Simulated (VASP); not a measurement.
Method: PBE GGA, VASP's PBE PAW potentials (set 64) (plane waves; VASP).

A VASP calculation is set up with these files.

KPOINTS:
```
Automatic mesh
0
Gamma
11 11 11
0 0 0
```

**INCAR**
```
SYSTEM = TiCo
PREC = Accurate; ENCUT = 400; LREAL = F
LASPH = T
EDIFF = 1E-6; NELM = 100; ALGO = Normal
IMIX = 1; AMIX = 1.0; BMIX = 1.0
LMAXMIX = 4
ISMEAR = 1; SIGMA = 0.1
GGA = PE
ISIF = 2
LWAVE = F; LCHARG = F
```

File POSCAR:
```
TiCo
1
    2.9900000000     0.0000000000     0.0000000000
    0.0000000000     2.9900000000     0.0000000000
    0.0000000000     0.0000000000     2.9900000000
Ti Co
1 1
Direct
  0.0000000000   0.0000000000   0.0000000000
  0.5000000000   0.5000000000   0.5000000000
```

POTCAR, in this order: Ti_sv Co (PBE.64 set). Program: vasp_std.

The run wrote:

File OSZICAR:
```
...
DAV:  12    -0.206801591874E+04   -0.12966E+03   -0.35733E+04  2470   0.122E+03    0.547E+02
DAV:  13    -0.186402371638E+04    0.20399E+03   -0.31021E+04  2884   0.775E+02    0.552E+02
DAV:  14    -0.203212086595E+04   -0.16810E+03   -0.35179E+04  2476   0.122E+03    0.544E+02
DAV:  15    -0.184988821444E+04    0.18223E+03   -0.30635E+04  2950   0.773E+02    0.547E+02
DAV:  16    -0.210746637433E+04   -0.25758E+03   -0.36673E+04  2464   0.127E+03    0.544E+02
DAV:  17    -0.181908718074E+04    0.28838E+03   -0.30464E+04  2854   0.766E+02    0.537E+02
DAV:  18    -0.198655351526E+04   -0.16747E+03   -0.34331E+04  2464   0.122E+03    0.534E+02
DAV:  19    -0.185052396977E+04    0.13603E+03   -0.30501E+04  2920   0.777E+02    0.540E+02
DAV:  20    -0.212703031181E+04   -0.27651E+03   -0.36916E+04  2464   0.126E+03    0.545E+02
DAV:  21    -0.183680692218E+04    0.29022E+03   -0.30649E+04  2890   0.765E+02    0.541E+02
DAV:  22    -0.204052289246E+04   -0.20372E+03   -0.35339E+04  2476   0.123E+03    0.536E+02
DAV:  23    -0.184401305572E+04    0.19651E+03   -0.30659E+04  2920   0.760E+02    0.537E+02
DAV:  24    -0.205483517854E+04   -0.21082E+03   -0.35568E+04  2456   0.124E+03    0.541E+02
DAV:  25    -0.184865593085E+04    0.20618E+03   -0.30709E+04  2902   0.768E+02    0.542E+02
DAV:  26    -0.205310459518E+04   -0.20445E+03   -0.35531E+04  2470   0.123E+03    0.543E+02
DAV:  27    -0.184886289429E+04    0.20424E+03   -0.30684E+04  2938   0.769E+02    0.545E+02
DAV:  28    -0.209852011895E+04   -0.24966E+03   -0.36465E+04  2464   0.126E+03    0.541E+02
DAV:  29    -0.182603094516E+04    0.27249E+03   -0.30502E+04  2866   0.761E+02    0.537E+02
DAV:  30    -0.200868155256E+04   -0.18265E+03   -0.34700E+04  2464   0.121E+03    0.538E+02
DAV:  31    -0.184270653463E+04    0.16598E+03   -0.30498E+04  2908   0.771E+02    0.539E+02
DAV:  32    -0.207793557543E+04   -0.23523E+03   -0.36011E+04  2464   0.124E+03    0.538E+02
DAV:  33    -0.183228951142E+04    0.24565E+03   -0.30559E+04  2824   0.765E+02    0.535E+02
DAV:  34    -0.200467436956E+04   -0.17238E+03   -0.34615E+04  2470   0.120E+03    0.541E+02
DAV:  35    -0.185208493532E+04    0.15259E+03   -0.30693E+04  2896   0.780E+02    0.546E+02
DAV:  36    -0.209336000396E+04   -0.24128E+03   -0.36342E+04  2464   0.126E+03    0.541E+02
DAV:  37    -0.183561855575E+04    0.25774E+03   -0.30538E+04  2878   0.766E+02    0.540E+02
DAV:  38    -0.205467626050E+04   -0.21906E+03   -0.35556E+04  2464   0.123E+03    0.540E+02
DAV:  39    -0.184727312098E+04    0.20740E+03   -0.30663E+04  2932   0.770E+02    0.541E+02
DAV:  40    -0.208030939425E+04   -0.23304E+03   -0.36093E+04  2464   0.125E+03    0.539E+02
DAV:  41    -0.183127832262E+04    0.24903E+03   -0.30513E+04  2884   0.766E+02    0.537E+02
DAV:  42    -0.202858708558E+04   -0.19731E+03   -0.35107E+04  2464   0.123E+03    0.537E+02
DAV:  43    -0.183619394727E+04    0.19239E+03   -0.30479E+04  2872   0.769E+02    0.536E+02
DAV:  44    -0.204467504753E+04   -0.20848E+03   -0.35350E+04  2470   0.123E+03    0.540E+02
DAV:  45    -0.184914570084E+04    0.19553E+03   -0.30691E+04  2914   0.769E+02    0.542E+02
DAV:  46    -0.206706223257E+04   -0.21792E+03   -0.35838E+04  2464   0.124E+03    0.538E+02
DAV:  47    -0.183915733442E+04    0.22790E+03   -0.30540E+04  2878   0.767E+02    0.538E+02
DAV:  48    -0.205242720894E+04   -0.21327E+03   -0.35548E+04  2464   0.123E+03    0.536E+02
DAV:  49    -0.184086036393E+04    0.21157E+03   -0.30580E+04  2902   0.769E+02    0.538E+02
DAV:  50    -0.207307175172E+04   -0.23221E+03   -0.35908E+04  2476   0.123E+03    0.544E+02
DAV:  51    -0.185049919399E+04    0.22257E+03   -0.30821E+04  2902   0.771E+02    0.540E+02
DAV:  52    -0.203648865864E+04   -0.18599E+03   -0.35160E+04  2464   0.121E+03    0.541E+02
DAV:  53    -0.185152182753E+04    0.18497E+03   -0.30721E+04  2884   0.773E+02    0.547E+02
DAV:  54    -0.208878585330E+04   -0.23726E+03   -0.36276E+04  2464   0.125E+03    0.541E+02
DAV:  55    -0.183401435468E+04    0.25477E+03   -0.30577E+04  2884   0.762E+02    0.535E+02
DAV:  56    -0.201737055381E+04   -0.18336E+03   -0.34790E+04  2470   0.120E+03    0.541E+02
DAV:  57    -0.185968845218E+04    0.15768E+03   -0.30859E+04  2878   0.777E+02    0.543E+02
DAV:  58    -0.207377814556E+04   -0.21409E+03   -0.35920E+04  2464   0.124E+03    0.541E+02
DAV:  59    -0.184787191901E+04    0.22591E+03   -0.30738E+04  2878   0.768E+02    0.543E+02
DAV:  60    -0.205467625427E+04   -0.20680E+03   -0.35571E+04  2462   0.123E+03    0.546E+02
DAV:  61    -0.184109897045E+04    0.21358E+03   -0.30684E+04  2878   0.775E+02    0.544E+02
DAV:  62    -0.203868762438E+04   -0.19759E+03   -0.35325E+04  2464   0.124E+03    0.538E+02
DAV:  63    -0.184405989074E+04    0.19463E+03   -0.30580E+04  2872   0.766E+02    0.540E+02
DAV:  64    -0.206772028807E+04   -0.22366E+03   -0.35846E+04  2456   0.124E+03    0.542E+02
DAV:  65    -0.183641602171E+04    0.23130E+03   -0.30607E+04  2884   0.773E+02    0.539E+02
DAV:  66    -0.202670530595E+04   -0.19029E+03   -0.34976E+04  2464   0.121E+03    0.539E+02
DAV:  67    -0.185135280075E+04    0.17535E+03   -0.30710E+04  2890   0.773E+02    0.540E+02
DAV:  68    -0.206865722734E+04   -0.21730E+03   -0.35810E+04  2470   0.124E+03    0.544E+02
DAV:  69    -0.184529981337E+04    0.22336E+03   -0.30734E+04  2848   0.772E+02    0.545E+02
DAV:  70    -0.204843881095E+04   -0.20314E+03   -0.35509E+04  2470   0.124E+03    0.542E+02
DAV:  71    -0.184179187197E+04    0.20665E+03   -0.30625E+04  2884   0.776E+02    0.542E+02
DAV:  72    -0.205089323776E+04   -0.20910E+03   -0.35449E+04  2464   0.122E+03    0.540E+02
DAV:  73    -0.184313177212E+04    0.20776E+03   -0.30694E+04  2824   0.769E+02    0.534E+02
DAV:  74    -0.200955850463E+04   -0.16643E+03   -0.34602E+04  2464   0.120E+03    0.537E+02
DAV:  75    -0.185756254770E+04    0.15200E+03   -0.30859E+04  2860   0.776E+02    0.543E+02
DAV:  76    -0.205767295144E+04   -0.20011E+03   -0.35642E+04  2464   0.123E+03    0.543E+02
DAV:  77    -0.184269057532E+04    0.21498E+03   -0.30661E+04  2854   0.774E+02    0.540E+02
DAV:  78    -0.202416859158E+04   -0.18148E+03   -0.34933E+04  2464   0.121E+03    0.540E+02
DAV:  79    -0.185392958496E+04    0.17024E+03   -0.30744E+04  2854   0.777E+02    0.544E+02
DAV:  80    -0.207459876063E+04   -0.22067E+03   -0.35979E+04  2464   0.124E+03    0.544E+02
DAV:  81    -0.183233711693E+04    0.24226E+03   -0.30550E+04  2854   0.768E+02    0.542E+02
DAV:  82    -0.202294175846E+04   -0.19060E+03   -0.34993E+04  2470   0.123E+03    0.538E+02
DAV:  83    -0.184641983814E+04    0.17652E+03   -0.30570E+04  2884   0.770E+02    0.540E+02
DAV:  84    -0.209751083557E+04   -0.25109E+03   -0.36417E+04  2464   0.125E+03    0.543E+02
DAV:  85    -0.184104922907E+04    0.25646E+03   -0.30609E+04  2890   0.768E+02    0.543E+02
DAV:  86    -0.205776110924E+04   -0.21671E+03   -0.35677E+04  2464   0.123E+03    0.543E+02
DAV:  87    -0.183622797751E+04    0.22153E+03   -0.30536E+04  2890   0.770E+02    0.541E+02
DAV:  88    -0.205177634601E+04   -0.21555E+03   -0.35502E+04  2464   0.123E+03    0.540E+02
DAV:  89    -0.184497628072E+04    0.20680E+03   -0.30669E+04  2878   0.771E+02    0.541E+02
DAV:  90    -0.206475711900E+04   -0.21978E+03   -0.35759E+04  2464   0.125E+03    0.541E+02
DAV:  91    -0.185028109603E+04    0.21448E+03   -0.30701E+04  2962   0.766E+02    0.541E+02
DAV:  92    -0.207792297044E+04   -0.22764E+03   -0.36062E+04  2464   0.125E+03    0.541E+02
DAV:  93    -0.183451025515E+04    0.24341E+03   -0.30553E+04  2848   0.766E+02    0.537E+02
DAV:  94    -0.203070578249E+04   -0.19620E+03   -0.35059E+04  2464   0.121E+03    0.538E+02
DAV:  95    -0.185817607841E+04    0.17253E+03   -0.30685E+04  2902   0.771E+02    0.542E+02
DAV:  96    -0.211998472210E+04   -0.26181E+03   -0.36792E+04  2464   0.126E+03    0.544E+02
DAV:  97    -0.184378772501E+04    0.27620E+03   -0.30708E+04  2908   0.764E+02    0.544E+02
DAV:  98    -0.207228578632E+04   -0.22850E+03   -0.35929E+04  2476   0.124E+03    0.546E+02
DAV:  99    -0.183729414032E+04    0.23499E+03   -0.30667E+04  2884   0.772E+02    0.542E+02
DAV: 100    -0.201712774005E+04   -0.17983E+03   -0.34794E+04  2464   0.121E+03
   1 F= -.20171277E+04 E0= -.20171277E+04  d E =-.399214E-04
```

**OUTCAR**
```
------------------------ aborting loop EDIFF was not reached (unconverged)  ----------------------------
  FORCE on cell =-STRESS in cart. coord.  units (eV):
  Direction    XX          YY          ZZ          XY          YZ          ZX
  --------------------------------------------------------------------------------------
  Total     1052.3543585   1052.3543585   1052.3543585      0.0000000      0.0000000      0.0000000
  in kB    63075.2559556  63075.2559556  63075.2559556      0.0000000      0.0000000      0.0000000
  external PRESSURE =   63075.2559556 kB  Pullay stress =       0.0000000 kB
  volume of cell :       26.73
      direct lattice vectors                 reciprocal lattice vectors
     2.990000000  0.000000000  0.000000000     0.334448161  0.000000000  0.000000000
     0.000000000  2.990000000  0.000000000     0.000000000  0.334448161  0.000000000
     0.000000000  0.000000000  2.990000000     0.000000000  0.000000000  0.334448161
 POSITION                                       TOTAL-FORCE (eV/Angst)
 -----------------------------------------------------------------------------------
      0.00000      0.00000      0.00000         0.000000      0.000000      0.000000
      1.49500      1.49500      1.49500         0.000000      0.000000      0.000000
 -----------------------------------------------------------------------------------
    total drift:                               -0.000000      0.000000      0.000000
  FREE ENERGIE OF THE ION-ELECTRON SYSTEM (eV)
  ---------------------------------------------------
  free  energy   TOTEN  =     -2017.1277400465 eV

  energy  without entropy=    -2017.1277001250  energy(sigma->0) =    -2017.12772674
```
(Selected blocks of OUTCAR.)

**stdout**
```
...
DAV:  81    -0.183233711693E+04    0.24226E+03   -0.30550E+04  2854   0.768E+02    0.542E+02
DAV:  82    -0.202294175846E+04   -0.19060E+03   -0.34993E+04  2470   0.123E+03    0.538E+02
DAV:  83    -0.184641983814E+04    0.17652E+03   -0.30570E+04  2884   0.770E+02    0.540E+02
DAV:  84    -0.209751083557E+04   -0.25109E+03   -0.36417E+04  2464   0.125E+03    0.543E+02
DAV:  85    -0.184104922907E+04    0.25646E+03   -0.30609E+04  2890   0.768E+02    0.543E+02
DAV:  86    -0.205776110924E+04   -0.21671E+03   -0.35677E+04  2464   0.123E+03    0.543E+02
DAV:  87    -0.183622797751E+04    0.22153E+03   -0.30536E+04  2890   0.770E+02    0.541E+02
DAV:  88    -0.205177634601E+04   -0.21555E+03   -0.35502E+04  2464   0.123E+03    0.540E+02
DAV:  89    -0.184497628072E+04    0.20680E+03   -0.30669E+04  2878   0.771E+02    0.541E+02
DAV:  90    -0.206475711900E+04   -0.21978E+03   -0.35759E+04  2464   0.125E+03    0.541E+02
DAV:  91    -0.185028109603E+04    0.21448E+03   -0.30701E+04  2962   0.766E+02    0.541E+02
DAV:  92    -0.207792297044E+04   -0.22764E+03   -0.36062E+04  2464   0.125E+03    0.541E+02
DAV:  93    -0.183451025515E+04    0.24341E+03   -0.30553E+04  2848   0.766E+02    0.537E+02
DAV:  94    -0.203070578249E+04   -0.19620E+03   -0.35059E+04  2464   0.121E+03    0.538E+02
DAV:  95    -0.185817607841E+04    0.17253E+03   -0.30685E+04  2902   0.771E+02    0.542E+02
DAV:  96    -0.211998472210E+04   -0.26181E+03   -0.36792E+04  2464   0.126E+03    0.544E+02
DAV:  97    -0.184378772501E+04    0.27620E+03   -0.30708E+04  2908   0.764E+02    0.544E+02
DAV:  98    -0.207228578632E+04   -0.22850E+03   -0.35929E+04  2476   0.124E+03    0.546E+02
DAV:  99    -0.183729414032E+04    0.23499E+03   -0.30667E+04  2884   0.772E+02    0.542E+02
DAV: 100    -0.201712774005E+04   -0.17983E+03   -0.34794E+04  2464   0.121E+03

 -----------------------------------------------------------------------------
|                                                                             |
|           W    W    AA    RRRRR   N    N  II  N    N   GGGG   !!!           |
|           W    W   A  A   R    R  NN   N  II  NN   N  G    G  !!!           |
|           W    W  A    A  R    R  N N  N  II  N N  N  G       !!!           |
|           W WW W  AAAAAA  RRRRR   N  N N  II  N  N N  G  GGG   !            |
|           WW  WW  A    A  R   R   N   NN  II  N   NN  G    G                |
|           W    W  A    A  R    R  N    N  II  N    N   GGGG   !!!           |
|                                                                             |
|     The electronic self-consistency was not achieved in the given           |
|     number of steps (NELM). The forces and other quantities evaluated       |
|     might not be reliable so examine the results carefully. If you find     |
|     spurious results, we suggest increasing NELM, if you were close to      |
|     convergence or switching to a different ALGO or adjusting the           |
|     density mixing parameters otherwise.                                    |
|                                                                             |
 -----------------------------------------------------------------------------

   1 F= -.20171277E+04 E0= -.20171277E+04  d E =-.399214E-04
```

The run did not converge; its last values are not results.

The compound is TiCo in the CsCl type structure. The cell was not relaxed at this level. The run is one of a series of settings (AMIX = 1.0, BMIX = 1.0, IMIX = 1 against the base run), some of them coarse on purpose. The run is not spin-polarised, so no magnetic state was tried. The electron count is odd and the run is not spin-polarised, which forces a metal.
